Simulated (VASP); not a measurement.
Computed with revPBE GGA, VASP's PBE PAW potentials (set 64) (plane waves; VASP).

Input for VASP

**POSCAR**
```
AuZn
1.0
  3.2105335582   0.0000000000   0.0000000000
  0.0000000000   3.2105335582   0.0000000000
  0.0000000000   0.0000000000   3.2105335582
Zn Au
1 1
direct
  0.5000000000   0.5000000000   0.5000000000
  0.0000000000   0.0000000000   0.0000000000
```

**INCAR**
```
SYSTEM = AuZn
PREC = Accurate
ENCUT = 520
EDIFF = 1E-7
NELM = 100
ALGO = Normal
LREAL = .FALSE.
LASPH = .TRUE.
ISMEAR = -5
GGA = RE
LMAXMIX = 6
LWAVE = .FALSE.
LCHARG = .TRUE.
LORBIT = 11
NEDOS = 601
ISIF = 2
```

File KPOINTS:
```
Automatic mesh
0
Gamma
 13 13 13
0 0 0
```

POTCAR, in this order: Zn Au (PBE.64 set). Program: vasp_std.

Output

OSZICAR:
```
       N       E                     dE             d eps       ncg     rms          rms(c)
DAV:   1     0.127363836850E+03    0.12736E+03   -0.11730E+04  2544   0.195E+03
DAV:   2    -0.386142046918E-01   -0.12740E+03   -0.12369E+03  2597   0.342E+02
DAV:   3    -0.430502807706E+01   -0.42664E+01   -0.42451E+01  3094   0.713E+01
DAV:   4    -0.433132098850E+01   -0.26293E-01   -0.26253E-01  2863   0.486E+00
DAV:   5    -0.433160708518E+01   -0.28610E-03   -0.28543E-03  3129   0.522E-01    0.724E+00
DAV:   6    -0.399037671104E+01    0.34123E+00   -0.12328E+00  2569   0.132E+01    0.482E+00
DAV:   7    -0.397112394660E+01    0.19253E-01   -0.29570E-02  3378   0.377E+00    0.261E+00
DAV:   8    -0.396493861693E+01    0.61853E-02   -0.10282E-02  3067   0.122E+00    0.150E-01
DAV:   9    -0.396497877078E+01   -0.40154E-04   -0.38100E-04  2793   0.205E-01    0.804E-02
DAV:  10    -0.396499576319E+01   -0.16992E-04   -0.46152E-05  3129   0.121E-01    0.155E-02
DAV:  11    -0.396499420315E+01    0.15600E-05   -0.11961E-05  2982   0.813E-02    0.394E-03
DAV:  12    -0.396499416442E+01    0.38739E-07   -0.26530E-07  2599   0.115E-02
   1 F= -.39649942E+01 E0= -.39649942E+01  d E =0.000000E+00
```

### OUTCAR
```
------------------------ aborting loop because EDIFF is reached ----------------------------------------
  FORCE on cell =-STRESS in cart. coord.  units (eV):
  Direction    XX          YY          ZZ          XY          YZ          ZX
  --------------------------------------------------------------------------------------
  Total        0.0075815      0.0075815      0.0075815      0.0000000     -0.0000000     -0.0000000
  in kB        0.3670570      0.3670570      0.3670570      0.0000000     -0.0000000     -0.0000000
  external PRESSURE =       0.3670570 kB  Pullay stress =       0.0000000 kB
  volume of cell :       33.09
      direct lattice vectors                 reciprocal lattice vectors
     3.210533558  0.000000000  0.000000000     0.311474707  0.000000000  0.000000000
     0.000000000  3.210533558  0.000000000     0.000000000  0.311474707  0.000000000
     0.000000000  0.000000000  3.210533558     0.000000000  0.000000000  0.311474707
 POSITION                                       TOTAL-FORCE (eV/Angst)
 -----------------------------------------------------------------------------------
      1.60527      1.60527      1.60527         0.000000      0.000000      0.000000
      0.00000      0.00000      0.00000         0.000000      0.000000      0.000000
 -----------------------------------------------------------------------------------
    total drift:                                0.000000      0.000000     -0.000000
  FREE ENERGIE OF THE ION-ELECTRON SYSTEM (eV)
  ---------------------------------------------------
  free  energy   TOTEN  =        -3.9649941644 eV

  energy  without entropy=       -3.9649941644  energy(sigma->0) =       -3.96499416

 total charge

# of ion       s       p       d       tot
------------------------------------------
    1        0.508   0.399   9.760  10.667
    2        0.609   0.352   8.711   9.671
--------------------------------------------------
tot          1.117   0.751  18.471  20.339
```
(Selected blocks of OUTCAR.)

For a metal the tetrahedron method with Blöchl corrections gives inexact stress and forces.

The compound is AuZn in the CsCl type structure. It was relaxed first, which changed the volume by +6 %. The electron count is odd and the run is not spin-polarised, which forces a metal.
